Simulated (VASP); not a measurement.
Output of a VASP run:

File OSZICAR:
```
       N       E                     dE             d eps       ncg     rms          rms(c)
DAV:   1     0.123014546994E+03    0.12301E+03   -0.96130E+03   560   0.160E+03
DAV:   2     0.313448716130E+01   -0.11988E+03   -0.11729E+03   590   0.366E+02
DAV:   3    -0.737356537183E+01   -0.10508E+02   -0.10478E+02   746   0.993E+01
DAV:   4    -0.765209632771E+01   -0.27853E+00   -0.27845E+00   628   0.176E+01
DAV:   5    -0.766359759910E+01   -0.11501E-01   -0.11501E-01   840   0.339E+00    0.450E+00
DAV:   6    -0.760693869891E+01    0.56659E-01   -0.14564E-01   724   0.332E+00    0.287E+00
DAV:   7    -0.760756271996E+01   -0.62402E-03   -0.50524E-02   694   0.153E+00    0.790E-01
DAV:   8    -0.760764639574E+01   -0.83676E-04   -0.66740E-03   650   0.805E-01    0.165E-01
DAV:   9    -0.760777310370E+01   -0.12671E-03   -0.52089E-04   738   0.230E-01    0.438E-02
DAV:  10    -0.760776733705E+01    0.57666E-05   -0.44126E-05   674   0.646E-02    0.281E-02
DAV:  11    -0.760777051114E+01   -0.31741E-05   -0.33625E-05   614   0.538E-02    0.253E-02
DAV:  12    -0.760777055312E+01   -0.41980E-07   -0.25559E-06   614   0.129E-02
   1 F= -.76077706E+01 E0= -.76077706E+01  d E =-.760777E+01
       N       E                     dE             d eps       ncg     rms          rms(c)
DAV:   1    -0.804778499146E+01   -0.44001E+00   -0.10280E+01   680   0.553E+01    0.368E+00
DAV:   2    -0.771071918522E+01    0.33707E+00   -0.56126E-01   680   0.125E+01    0.159E+00
DAV:   3    -0.762510379039E+01    0.85615E-01   -0.27359E-01   702   0.793E+00    0.321E-01
DAV:   4    -0.762291664044E+01    0.21871E-02   -0.70009E-03   566   0.908E-01    0.277E-01
DAV:   5    -0.762155926555E+01    0.13574E-02   -0.11829E-03   798   0.287E-01    0.622E-02
DAV:   6    -0.762153573314E+01    0.23532E-04   -0.12407E-04   692   0.190E-01    0.185E-02
DAV:   7    -0.762153417849E+01    0.15546E-05   -0.47323E-06   578   0.216E-02    0.378E-03
DAV:   8    -0.762153436453E+01   -0.18604E-06   -0.56172E-07   340   0.778E-03
   2 F= -.76215344E+01 E0= -.76215344E+01  d E =-.137638E-01
       N       E                     dE             d eps       ncg     rms          rms(c)
DAV:   1    -0.763833163753E+01   -0.16797E-01   -0.35953E-01   680   0.955E+00    0.719E-01
DAV:   2    -0.762554920914E+01    0.12782E-01   -0.22085E-02   680   0.249E+00    0.305E-01
DAV:   3    -0.762249629792E+01    0.30529E-02   -0.96002E-03   686   0.150E+00    0.636E-02
DAV:   4    -0.762242232456E+01    0.73973E-04   -0.24725E-04   582   0.170E-01    0.511E-02
DAV:   5    -0.762238630385E+01    0.36021E-04   -0.41326E-05   822   0.525E-02    0.123E-02
DAV:   6    -0.762238596549E+01    0.33837E-06   -0.30644E-06   464   0.303E-02
   3 F= -.76223860E+01 E0= -.76223860E+01  d E =-.146154E-01
```

OUTCAR:
```
------------------------ aborting loop because EDIFF is reached ----------------------------------------
  FORCE on cell =-STRESS in cart. coord.  units (eV):
  Direction    XX          YY          ZZ          XY          YZ          ZX
  --------------------------------------------------------------------------------------
  Total       -0.0069640     -0.0069640     -0.0069640     -0.0000000     -0.0000000     -0.0000000
  in kB       -0.1696339     -0.1696339     -0.1696339     -0.0000000     -0.0000000     -0.0000000
  external PRESSURE =      -0.1696339 kB  Pullay stress =       0.0000000 kB
  volume of cell :       65.77
      direct lattice vectors                 reciprocal lattice vectors
    -0.000000000  3.203878145  3.203878145    -0.156060867  0.156060867  0.156060867
     3.203878145  0.000000000  3.203878145     0.156060867 -0.156060867  0.156060867
     3.203878145  3.203878145 -0.000000000     0.156060867  0.156060867 -0.156060867
 POSITION                                       TOTAL-FORCE (eV/Angst)
 -----------------------------------------------------------------------------------
      0.00000      0.00000      0.00000         0.000000      0.000000      0.000000
      3.20388      3.20388      3.20388        -0.000000      0.000000     -0.000000
 -----------------------------------------------------------------------------------
    total drift:                               -0.000000      0.000000      0.000000
  FREE ENERGIE OF THE ION-ELECTRON SYSTEM (eV)
  ---------------------------------------------------
  free  energy   TOTEN  =        -7.6223859655 eV

  energy  without entropy=       -7.6223859655  energy(sigma->0) =       -7.62238597

 reached required accuracy - stopping structural energy minimisation
```
(Selected blocks of OUTCAR.)

POSCAR:
```
SnTe
1
    0.0000000000     3.1600000000     3.1600000000
    3.1600000000     0.0000000000     3.1600000000
    3.1600000000     3.1600000000     0.0000000000
Sn Te
1 1
Direct
  0.0000000000   0.0000000000   0.0000000000
  0.5000000000   0.5000000000   0.5000000000
```

Problem. Reconstruct the remaining input files.

Solution. Several could match; the one computed here: the input of the run itself, PW91 GGA, plane waves, VASP's PBE PAW potentials (set 64).

KPOINTS:
```
Automatic
0
gamma
7 7 7
0 0 0
```

**INCAR**
```
ALGO  =  Normal
EDIFF  =  1E-6
EDIFFG  =  -0.01
ENCUT  =  520
GGA  =  91
IBRION  =  2
ISIF  =  3
ISMEAR  =  0
LASPH  =  .True.
LCHARG  =  .False.
LMAXMIX  =  4
LREAL  =  .False.
LWAVE  =  .False.
NELM  =  100
NSW  =  60
PREC  =  Accurate
SIGMA  =  0.05
SYSTEM  =  SnTe
```

POTCAR, in this order: Sn_d Te (PBE.64 set). Program: vasp_std.

Energy and stress use the plane-wave basis of the starting cell.

The compound is SnTe in the rock salt structure, which distorts at low temperature. This run relaxes it. Symmetry was kept, so distortions that lower it aren't found.
